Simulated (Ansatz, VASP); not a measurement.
## Two plane-wave programs on Os2C3

```xyz
5
Lattice="3.2959 0.0000 0.0000 -1.6479 2.8543 0.0000 0.0000 0.0000 5.1278" Properties=species:S:1:pos:R:3 pbc="T T T"
Os    0.0000    1.9029    1.2563
Os    1.6479    0.9514    3.8715
C     0.0000    0.0000    0.0000
C     0.0000    1.9029    3.3074
C     1.6479    0.9514    1.8204
```

Alike in both runs: task single point; functional r2SCAN; k mesh 6 × 6 × 4; occupations gaussian, width 0.1 eV; no spin polarisation.

```csv
,VASP,Ansatz
version,VASP 6.6.1,Ansatz 0.2.0
potentials or method,"VASP PAW PBE potentials, release 64 (Os, C)","scalar-relativistic, plane waves, PAW"
plane-wave cutoff (eV),520,500
valence electrons in the cell,28,44
```

|  | VASP | Ansatz | Ansatz less VASP |
| --- | --- | --- | --- |
| gap on the k mesh at the Fermi level (eV) | none | none | - |
| pressure (GPa) | 22.6 | 18.3 | -4.34 |
| largest component of the traceless stress (GPa) | 3.18 | 3.43 | +0.253 |
| rms of the force components (eV/Å) | 0.651 | 0.705 | +0.0532 |

Atom by atom the forces differ by 0.085 eV/Å (rms over components). A gap of «none» marks a metal or a gap that the smearing closes. With one functional, cell and mesh, what is left measures potentials, basis and numerics. The two sets of potentials don't hold the same shells in valence.

Caveats: the k mesh is coarse (spacing up to 0.37 Å⁻¹), so the values aren't converged; so large a pressure means that the cell lies far from this level's equilibrium, or that cutoff or potentials fall short (VASP); the potentials were made for another functional, which shifts forces and pressure (VASP). The runs have no spin-orbit coupling, so splittings on Os are missing.
